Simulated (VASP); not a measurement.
A run of VASP 6.6.1 is set up as follows.

File INCAR:

```
PREC = Accurate
ENCUT = 700
EDIFF = 1E-7
ISMEAR = 0
SIGMA = 0.1
LREAL = False
LASPH = True
NELM = 80
ALGO = Normal
ISIF = 3
LWAVE = False
LCHARG = False
GGA = PS
IBRION = 2
NSW = 80
EDIFFG = -0.002
PSTRESS = 750.0
```

The input KPOINTS:

```
regular mesh
0
Gamma
  16 16 16
```

Contents of POSCAR:

```
Hf                                      
1.0
   -1.5824188708      1.5824188708      1.5824188708
    1.5824188708     -1.5824188708      1.5824188708
    1.5824188708      1.5824188708     -1.5824188708
  Hf            
     1
Direct
     0.0000000000000000    0.0000000000000000    0.0000000000000000
```

Potentials or basis: VASP PAW PBE potentials, release 64 (Hf_pv).

Launch:

```sh
$ cat potpaw_PBE.64/Hf_pv/POTCAR > POTCAR
$ mpirun -np 1 vasp_std > vasp.out
```

Problem. Estimate the relaxed volume.

Solution. 14.52 Å³/atom.

Problem. Estimate the space group after relaxing (to 0.05 Å).

Solution. Im-3m (No. 229).

The path:
```
step  energy change (eV)  largest force (eV/Å)  pressure (GPa)  volume (Å³)
   1              0.0000                0.0000           49.99        15.85
   2              3.7573                0.0000          237.05        10.82
   3              0.4296                0.0000           70.81        14.70
   4              0.4950                0.0000           74.07        14.56
   5              0.5136                0.0000           75.00        14.52
```

Caveat: the cell is relaxed towards a set pressure, so the enthalpy falls and the energy may rise; the PAW data sets were made with another functional, which shifts forces and pressure a little. The run has no spin-orbit coupling, so splittings on Hf are missing.
